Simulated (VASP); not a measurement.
Level of theory: PBEsol GGA, VASP's PBE PAW potentials (set 64) (plane waves; VASP).

The input files of a VASP run:

**KPOINTS**
```
Regular mesh
0
gamma
6 6 6
0 0 0
```

File POSCAR:
```
InSe
1
    2.0074169589     1.1589829360     8.5643555439
   -2.0074169589     1.1589829360     8.5643555439
   -0.0000000000    -2.3179658721     8.5643555439
In Se
2 2
Direct
  0.1099842994   0.1099842994   0.1099842994
  0.0021969595   0.0021969595   0.0021969595
  0.6193138349   0.6193138349   0.6193138349
  0.8262049062   0.8262049062   0.8262049062
```

### INCAR
```
# general
SYSTEM  = InSe
PREC    = Accurate
ENCUT   = 400   # plane-wave cut-off (eV)
LREAL   = F   # projection in real space or not
LASPH   = T   # aspherical one-centre terms

# electronic loop
EDIFF   = 1E-6
NELM    = 100   # most electronic steps
ALGO    = Normal
LMAXMIX = 4   # l cut-off of mixed one-centre charges

# smearing
ISMEAR  = 0   # Gaussian
SIGMA   = 0.05   # width (eV)

# functional
GGA     = PS

# ions
IBRION  = 2   # conjugate gradients
NSW     = 60   # most ionic steps
ISIF    = 3   # ions, shape and volume
EDIFFG  = -0.02

# output
LWAVE   = F
LCHARG  = F
```

POTCAR, in this order: In_d Se (PBE.64 set). Program: vasp_std.

Without a dispersion term in the relaxation, distances and binding between the weakly bound layers, chains or molecules are unreliable, and so is what depends on them. Unless said otherwise, spin-orbit coupling is left out, though it shifts the bands of the heavy elements here.

### Question
What does the run give for the energy per atom (σ→0), volume per atom, band gap (on the k-mesh)?

### Answer

```yaml
energy per atom (σ→0): -3.898 eV/atom
band gap (on the k-mesh): 0.38 eV
volume_per_atom: 29.37 Å³/atom
```

OSZICAR:
```
...
DAV:   1    -0.155984333221E+02   -0.64268E-02   -0.27515E-01  1736   0.759E+00    0.521E-01
DAV:   2    -0.155930882481E+02    0.53451E-02   -0.21479E-02  1976   0.240E+00    0.182E-01
DAV:   3    -0.155921740178E+02    0.91423E-03   -0.37354E-03  1881   0.101E+00    0.823E-02
DAV:   4    -0.155921724619E+02    0.15559E-05   -0.34809E-04  1556   0.132E-01    0.453E-02
DAV:   5    -0.155921667387E+02    0.57232E-05   -0.30155E-05  2287   0.708E-02    0.264E-02
DAV:   6    -0.155921691103E+02   -0.23716E-05   -0.62417E-06  1886   0.319E-02    0.617E-03
DAV:   7    -0.155921685610E+02    0.54931E-06   -0.19081E-06  1106   0.175E-02
  18 F= -.15592169E+02 E0= -.15592169E+02  d E =-.289553E-03
```

The structure comes from a computed database's InSe entry (R3m); how it stands against other phases isn't given here. This run relaxes it. Symmetry was kept, so distortions that lower it aren't found. The start is the result of an earlier pass.
